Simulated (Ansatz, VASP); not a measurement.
YMgC4N4: VASP beside Ansatz

File INCAR:

```
SYSTEM = YMgC4N4
  PREC = Accurate
  ENCUT = 520
  EDIFF = 1E-6
  ISMEAR = 0
  SIGMA = 0.1
  LREAL = .False.
  LASPH = .True.
  NELM = 100
  ALGO = Normal
  ISIF = 2
  LWAVE = .False.
  LCHARG = .False.
  GGA = PE
  NBANDS = 36
```

The input KPOINTS:

```
regular mesh
0
Gamma
  4 4 4
  0 0 0
```

File POSCAR:

```
YMgC4N4
1.0
    6.1891948900      0.0000000000      0.0000000000
    0.0000000000      6.1891948900      0.0000000000
    0.0000000000      0.0000000000      6.1891948900
Y Mg C N
1 1 4 4
Direct
    0.5000000000      0.5000000000      0.5000000000
    0.0000000000      0.0000000000      0.0000000000
    0.1847014900      0.1847014900      0.1847014900
    0.1847014900      0.8152985100      0.8152985100
    0.8152985100      0.1847014900      0.8152985100
    0.8152985100      0.8152985100      0.1847014900
    0.2938432800      0.2938432800      0.2938432800
    0.2938432800      0.7061567200      0.7061567200
    0.7061567200      0.2938432800      0.7061567200
    0.7061567200      0.7061567200      0.2938432800
```

Input for Ansatz:

```yaml
crystal:
  lattice:
    - [6.18919489, 0.0, 0.0]
    - [0.0, 6.18919489, 0.0]
    - [0.0, 0.0, 6.18919489]
  atoms:
    - { symbol: "Y", position: [0.5, 0.5, 0.5] }
    - { symbol: Mg, position: [0.0, 0.0, 0.0] }
    - { symbol: C, position: [0.18470149, 0.18470149, 0.18470149] }
    - { symbol: C, position: [0.18470149, 0.81529851, 0.81529851] }
    - { symbol: C, position: [0.81529851, 0.18470149, 0.81529851] }
    - { symbol: C, position: [0.81529851, 0.81529851, 0.18470149] }
    - { symbol: "N", position: [0.29384328, 0.29384328, 0.29384328] }
    - { symbol: "N", position: [0.29384328, 0.70615672, 0.70615672] }
    - { symbol: "N", position: [0.70615672, 0.29384328, 0.70615672] }
    - { symbol: "N", position: [0.70615672, 0.70615672, 0.29384328] }
basis:
  ecutwfc: 420
kpoints:
  mp_grid: { grid: [4, 4, 4] }
hamiltonian:
  xc: pbe
scf:
  occupations: { method: gaussian, width: 0.1 }
  lower_state_search: "off"
output:
  forces: true
  stress: true
  eigenvalues: true
```

Alike in both runs: task single point; functional PBE; k mesh 4 × 4 × 4; occupations gaussian, width 0.1 eV; no spin polarisation.

```csv
,VASP,Ansatz
version,VASP 6.6.1,Ansatz 0.2.0
potentials or method,"VASP PAW PBE potentials, release 64 (Y_sv, Mg, C, N)","scalar-relativistic, plane waves, PAW"
plane-wave cutoff (eV),520,420
valence electrons in the cell,49,57
```

VASP gave:

| Property | Result |
| --- | --- |
| gap on the k mesh at the Fermi level (eV) | none |
| pressure (GPa) | 6.7 |
| rms of the force components (eV/Å) | 0.394 |

**Question.** Estimate Ansatz's values.

**Answer.** gap on the k mesh at the Fermi level (eV): none; pressure (GPa): 6.4; rms of the force components (eV/Å): 0.437.

Atom by atom the forces differ by 0.201 eV/Å (rms over components). A gap of «none» marks a metal or a gap that the smearing closes. One of these differences is far larger than is usual between the two programs; its cause wasn't traced. The two sets of potentials don't hold the same shells in valence.

Caveats: the standard files for N, O and F lose accuracy on very short bonds.
